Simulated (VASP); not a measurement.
Given:

```
Se
1.0
    2.23850    -3.87719     0.00000
    2.23850     3.87719     0.00000
    0.00000     0.00000     5.05407
Se
3
Direct
  0.00000   0.22159   0.66667
  0.77841   0.77841   0.00000
  0.22159   0.00000   0.33333
```

Computed with PBE GGA, VASP's PBE PAW potentials (set 64) (plane waves; VASP 6.6.1). Run with 480 eV cut-off, 6×6×4 Γ-centred mesh, Gaussian smearing of 0.050 eV, potentials Se.

Energy and stress use the plane-wave basis of the starting cell. Without a dispersion term in the relaxation, distances and binding between the weakly bound layers, chains or molecules are unreliable, and so is what depends on them.

Task: The ions, cell shape and volume at an external pressure of 15.0 GPa are relaxed. What does this cell relax into?

Result: 
```
Se
1.0
    1.81873    -3.15013     0.00000
    1.81873     3.15013     0.00000
    0.00000     0.00000     5.17133
Se
3
Direct
  0.00000   0.28060   0.66667
  0.71940   0.71940   0.00000
  0.28060   0.00000   0.33333
```
Space group P3_121 (152), at a tolerance of 0.03 Å.

Task: How do energy and volume change from the first to the last step?

Result: The energy (σ→0) changes by +244.9 meV/atom and the volume by -32.5 %, in 20 ionic steps.

The compound is Se in the trig structure. This run relaxes it under an external pressure of 15 GPa. Symmetry was kept, so distortions that lower it aren't found. The k-mesh is coarse (spacing up to 0.33 per Å, 2π included), so the numbers may not be converged in it.
